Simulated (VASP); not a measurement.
Method: PBE GGA, VASP's PBE PAW potentials (set 64) (plane waves; VASP 6.6.1).

VASP input:

POSCAR:
```
CoSi2
1
    0.0000000000     2.6800000000     2.6800000000
    2.6800000000     0.0000000000     2.6800000000
    2.6800000000     2.6800000000     0.0000000000
Co Si
1 2
Direct
  0.0000000000   0.0000000000   0.0000000000
  0.2500000000   0.2500000000   0.2500000000
  0.7500000000   0.7500000000   0.7500000000
```

### INCAR
```
EDIFF=1E-2   # SCF stop (eV)
GGA=PE   # PBE
ISMEAR=1   # Methfessel-Paxton
ENCUT=400
LREAL=.FALSE.   # projection in real space or not
PREC=Accurate
LCHARG=.FALSE.
LASPH=.TRUE.   # aspherical one-centre terms
LMAXMIX=4   # l cut-off of mixed one-centre charges
ALGO=Normal   # blocked Davidson
SIGMA=0.1   # width (eV)
LWAVE=.FALSE.
ISIF=2   # forces and stress, cell fixed
SYSTEM=CoSi2
NELM=100   # most electronic steps
```

**KPOINTS**
```
K-points
0
G
9 9 9
0 0 0
```

POTCAR, in this order: Co Si (PBE.64 set). Program: vasp_std.

Q: Predict the energy per atom (σ→0), pressure, band gap (on the k-mesh).

A: 
```
Quantity                                                     Value
------------------------  ----------------------------------------
energy per atom (σ→0)                               -6.430 eV/atom
band gap (on the k-mesh)  none (metal, semimetal or under 0.01 eV)
pressure                                                 -3.54 GPa
```

File OSZICAR:
```
...
DAV:   4    -0.206976187217E+02   -0.84995E-01   -0.84690E-01  1012   0.860E+00
DAV:   5    -0.207002613942E+02   -0.26427E-02   -0.26422E-02  1016   0.154E+00    0.144E+01
DAV:   6    -0.243821958338E+02   -0.36819E+01   -0.41288E+01  1088   0.137E+02    0.180E+01
DAV:   7    -0.192970033896E+02    0.50852E+01   -0.17273E+01  1120   0.107E+02    0.344E+00
DAV:   8    -0.193254479963E+02   -0.28445E-01   -0.10728E+00  1020   0.875E+00    0.192E+00
DAV:   9    -0.192900379072E+02    0.35410E-01   -0.11183E-01  1072   0.704E+00    0.447E-01
DAV:  10    -0.192899838542E+02    0.54053E-04   -0.51217E-03   448   0.865E-01
   1 F= -.19289984E+02 E0= -.19289804E+02  d E =-.539573E-03
```

The compound is CoSi2 in the fluorite structure. The cell was not relaxed at this level. The run is one of a series of settings (EDIFF = 1E-2 against the base run), some of them coarse on purpose. The run is not spin-polarised, so no magnetic state was tried. The electron count is odd and the run is not spin-polarised, which forces a metal.
